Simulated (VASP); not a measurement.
**SnTe: stress against strain**

SnTe (rock salt, Fm-3m, 30.293 Å³/atom and stress up to 0.10 GPa in the relaxed cell, cube axes along x, y and z) under a strain ε along a cube axis (axis z), the other axes held. LDA in VASP (plane waves, PAW), 480 eV, 8×8×8 Γ-centred mesh, Gaussian smearing 0.05 eV; ions are relaxed, or left where forces stay under 0.02 eV/Å, within the symmetry of each cell. Stress is positive for a compressed cell.

Here s stands for strain and y for stress zz.

| strain (%) | stress zz (GPa) |
|---|---|
| -1.50 | 2.46 |
| -1.00 | 1.63 |
| -0.50 | 0.84 |
| 0.00 | 0.10 |
| 0.50 | -0.59 |
| 1.00 | -1.25 |
| 1.50 | -1.86 |
| 3.00 | ? |

Question: Fit y against s with a straight line, and predict the withheld value at s = 3.00.

Answer: Means: s 0, y 0.190. About the means, the sum of products is -10.075 and the sum of squares of s is 7.0000; the slope is their ratio. Least squares gives y = 0.190 - 1.4393·s. Residuals (row less fit): 0.111, 0.001, -0.070, -0.090, -0.060, -0.001, 0.109; standard error 0.090 (degrees of freedom: 5). The slope gives the elastic constant C11 = 144 ± 3 GPa (± standard error of the fit, which holds the terms cut off). At the withheld row, y = 0.190 - 1.4393 × 3.0 = -4.128 GPa. The calculation gives -3.48 GPa, 0.648 GPa above the prediction (10.9 % of the range of y in the table). The row lies outside the fitted rows, so this is an extrapolation. From the scatter of the fitted rows alone, a prediction at this place has a standard error of 0.141 GPa, so the miss is 4.6 times that.

A polynomial of degree 2 through the 12 other runs of the series gives -3.42 there, so most of the miss is curvature that the fit leaves out. Spin-orbit coupling is left out, which can shift these values for the heavy elements here. SnTe stands in this structure, which distorts at low temperature. Rows are the converged runs of the series near zero and its far end; series whose fitted rows scatter by over a few per cent of the range, as at a crossing or softening among them, aren't shown in this form, nor equations of state whose B0' disagrees with the runs' pressures. Most that stay on the fit to the last digits aren't either.
